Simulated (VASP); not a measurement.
Here is the system:

```xyz
4
Lattice="1.7190 -2.9774 0.0000 1.7190 2.9774 0.0000 0.0000 0.0000 10.9842" Properties=species:S:1:pos:R:3 pbc="T T T"
La     3.4380     0.0000     5.4921
La     3.4380     0.0000     0.0000
La     1.7190     0.9925     2.7460
La     1.7190    -0.9925     8.2381
```

These are LDA (Ceperley-Alder, Perdew-Zunger), VASP's LDA PAW potentials (set 64) (plane waves; VASP) values and carry that method's errors. Settings: 500 eV cut-off, 10×10×3 Γ-centred mesh, first-order Methfessel-Paxton smearing of 0.10 eV, potentials La.

Energy and stress use the plane-wave basis of the starting cell.

Task: The ions, cell shape and volume at an external pressure of 10.0 GPa are relaxed. Give the cell that the relaxation ends in.

Result: 
```xyz
4
Lattice="1.6506 -2.8589 0.0000 1.6506 2.8589 0.0000 0.0000 0.0000 10.7732" Properties=species:S:1:pos:R:3 pbc="T T T"
La     0.0000     0.0000     5.3866
La     0.0000     0.0000     0.0000
La     1.6506     0.9530     2.6933
La     1.6506    -0.9530     8.0799
```
Space group P6_3/mmc (194), at a tolerance of 0.03 Å.

Task: How do energy and volume change from the first to the last step?

Result: The energy (σ→0) changes by +123.4 meV/atom and the volume by -9.6 %, in 8 ionic steps.

The compound is La in the dhcp structure. This run relaxes it under an external pressure of 10 GPa. Symmetry was kept, so distortions that lower it aren't found.
